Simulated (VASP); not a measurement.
# Pressure and energy of HfB₂ (P6/mmm) under even scaling of the cell, PBEsol

The pressure and the energy per atom of crystalline HfB₂ are calculated at seven volumes, from about 6 % below to 6 % above the fitted equilibrium volume. The question is how both quantities change along this line, and whether one short formula can describe them together. The answer matters because the slope of the pressure gives the bulk modulus, and its curvature tells how fast the crystal stiffens when it is squeezed. Positive pressure means a compressed cell, and negative pressure a stretched one. Energies are counted from the lowest point of the series, the row at 9.73 Å³. The pressure comes from the stress tensor and the energy from the total energy, so each can serve as a check on the other.

## Method

A cell from a diffraction database, relaxed at this level and then scaled evenly, fractional positions kept. VASP 6.6.1, plane waves with PAW, PBEsol, cutoff 420 eV, k mesh 7×7×6, no spin polarisation, no spin-orbit coupling, static lattice. A Birch-Murnaghan fit to the energies has its minimum at 9.73 Å³ per atom.

Notes on method and selection:

- The pressure is that of a finite plane-wave basis, so it need not vanish exactly at the minimum of the energy.
- Only series whose fit has its minimum inside the range and an error under 0.5 meV per atom are shown.
- Where rows or columns differ in functional or spin-orbit coupling, non-spherical gradient terms in the PAW spheres (LASPH) may be on in some and off in others.
- Runs that did not converge, have known faults or may not be shown are not listed, and runs on Ansatz's PAW sets soft_1 and soft_2 are kept to separate tables.

Columns:

- volume change (%): volume relative to the fitted equilibrium volume.
- pressure (GPa): pressure from the stress tensor (positive: compressed).
- energy (meV/atom): energy per atom above the lowest point of the series.

Input lines of one member:

```
PREC = Accurate
ENCUT = 420
EDIFF = 1E-06
NELM = 100
ISMEAR = 0
SIGMA = 0.05
LREAL = .FALSE.
ALGO = Normal
GGA = PS
NBANDS = 14
LASPH = .TRUE.
LORBIT = 11
KPAR = 2
ISIF = 2
```

Command (options for logging and memory left out): `mpirun -np 2 vasp_std`

## Computed values

```
member    volume change (%)  pressure (GPa)  energy (meV/atom)
9.15 Å³   −6.02              18.58           32.5
9.34 Å³   −4.03              11.77           14.0
9.54 Å³   −2.03              5.59            3.4
9.73 Å³   −0.03              0.00            0.0
9.93 Å³   1.97               −5.08           3.0
10.12 Å³  3.97               −9.68           12.0
10.32 Å³  5.97               −13.86          26.2
```

Least-squares fits to the whole series, with x = volume change (%); R² and errors in the fitted variable (y, or ln y where the fit is in ln y):

```
y                  members  fit                                  R²    rms residual  leave-one-out rms  the same for the mean of the others
pressure (GPa)     7        y = −0.08930 − 2.692 x + 0.06620 x²  1.00  0.055         0.15               13
energy (meV/atom)  7        y = −0.06829 − 0.3724 x + 0.8178 x²  1.00  0.62          1.7                13
```

## The trend and its physics

The pressure falls from row to row, from 18.58 GPa at 9.15 Å³ to −13.86 GPa at 10.32 Å³, while the energy rises on both sides of 9.73 Å³. Neither curve is symmetric. Between the two smallest cells the pressure drops by (18.58 − 11.77) / (6.02 − 4.03) = 3.42 GPa per percent of volume, and between the two largest by only (13.86 − 9.68) / (5.97 − 3.97) = 2.09 GPa per percent. Short-range repulsion rises more steeply than the attraction as the atoms approach, so the crystal is stiffer when compressed.

A model with two parameters follows from three assumptions.

1. The pressure p is zero at the fitted equilibrium volume V₀.
2. The bulk modulus B = −V dp/dV grows linearly with pressure, B = B₀ + B′p.
3. The relative volume change s = (V − V₀)/V₀ is small, so terms beyond s² in the pressure are dropped.

With V = V₀(1 + s), the definition of B gives dp/ds = −(B₀ + B′p)/(1 + s). To lowest order p = −B₀s. Inserting this on the right and keeping terms linear in s gives

dp/ds = −B₀ + B₀(1 + B′)s.

Integration from s = 0 yields

p = −B₀s + ½B₀(1 + B′)s².

With x = 100 s, the volume change in percent, this reads

p = −bx + cx², where b = B₀/100 and c = B₀(1 + B′)/20000.

The energy is the work done against the pressure, E = −∫p dV, taken from V₀. Since 1 GPa·Å³ is 6.24 meV and V₀ is 9.73 Å³, the prefactor is 6.24 × 9.73 / 100 = 0.607, and

E = 0.607 (bx²/2 − cx³/3) in meV per atom.

The term in c raises the energy on compression and lowers it on expansion. A parabola in the energy lacks this term, which is why the quadratic energy fit has a leave-one-out error of 1.7 meV per atom.

## Fixing and testing the model

The two parameters are fixed on the pressures at 9.34 Å³ and 10.12 Å³. Dividing the model by x gives p/x = −b + cx, and the two rows give

11.77 / (−4.03) = −2.9206 and −9.68 / 3.97 = −2.4383.

Hence c = (2.9206 − 2.4383) / (3.97 + 4.03) = 0.0603 GPa per percent squared, and b = 2.9206 − 0.0603 × 4.03 = 2.678 GPa per percent. This corresponds to B₀ = 100 × 2.678 = 268 GPa and B′ = 200 × 0.0603 / 2.678 − 1 = 3.50.

The pressures of four other members follow:

- 9.15 Å³: 2.678 × 6.02 + 0.0603 × 6.02² = 18.31 GPa; table 18.58 GPa.
- 9.54 Å³: 2.678 × 2.03 + 0.0603 × 2.03² = 5.68 GPa; table 5.59 GPa.
- 9.93 Å³: −2.678 × 1.97 + 0.0603 × 1.97² = −5.04 GPa; table −5.08 GPa.
- 10.32 Å³: −2.678 × 5.97 + 0.0603 × 5.97² = −13.84 GPa; table −13.86 GPa.

At 9.73 Å³ the model gives 2.678 × 0.03 = 0.08 GPa; the table has 0.00 GPa. Over these five rows the typical miss is 0.13 GPa. Guessing each row of the series as the mean of the others would miss by 13 GPa.

The same b and c give the energies, although the energies entered only through the position of their minimum, V₀:

- 9.15 Å³: 0.607 × (2.678 × 6.02² / 2 + 0.0603 × 6.02³ / 3) = 32.1 meV per atom; table 32.5.
- 10.32 Å³: 0.607 × (2.678 × 5.97² / 2 − 0.0603 × 5.97³ / 3) = 26.4 meV per atom; table 26.2.

## Departures from the trend

The largest departure in pressure is at 9.15 Å³, where the model is too low by 18.58 − 18.31 = 0.27 GPa. At 9.54, 9.73 and 9.93 Å³ it is too high by 0.04 to 0.09 GPa.

Two assumptions fail slightly. The first is zero pressure at V₀: the quadratic pressure fit gives −0.09 GPa there. At a fixed cutoff a larger cell holds more plane waves, which lowers its energy and moves the energy minimum to a volume where the stress tensor already shows slight tension. Forcing this offset to zero also makes c too small; with a free constant the fit gives B′ = 200 × 0.06620 / 2.692 − 1 = 3.92.

The second is the dropped cubic term, −B₀(1 + B′)(2 + B′)s³/6, roughly 0.3 GPa in size at 6 % and positive on compression. Part of it is absorbed when b is fixed at 4 %. What remains of the two errors adds up at 9.15 Å³ and nearly cancels at 10.32 Å³, so the close agreement in the largest cell is partly a cancellation.

## Conclusions

Between 9.15 and 10.32 Å³ a bulk modulus and its pressure derivative describe both columns, with misses of at most about 0.3 GPa in pressure and, in the two outermost cells, about 0.4 meV per atom or less in energy. The modulus belongs to a fixed ratio of the axes. The basal plane carries more stress than the c axis, so letting the ratio relax would make the crystal slightly softer.

The static lattice omits zero-point motion. Each atom brings three vibrational modes with half a quantum each, so an assumed mean phonon energy of roughly 55 meV gives very roughly 80 meV per atom. This is more than the whole energy range of the table, but mostly a constant shift. Its dependence on volume adds a positive pressure γE/V, where E is the zero-point energy and γ, the Grüneisen parameter, measures how fast the phonon energies fall as the volume grows. With an assumed γ of roughly 1.5 this is roughly 2 GPa, small against the pressure range. Divided by B₀, it moves the equilibrium to a volume somewhat under 1 % larger.

[Logs are printed without paths, hosts, clocks, repeated set-up lines and the standing remarks that a program may print on its own settings, such as how far it seeks lower states.]
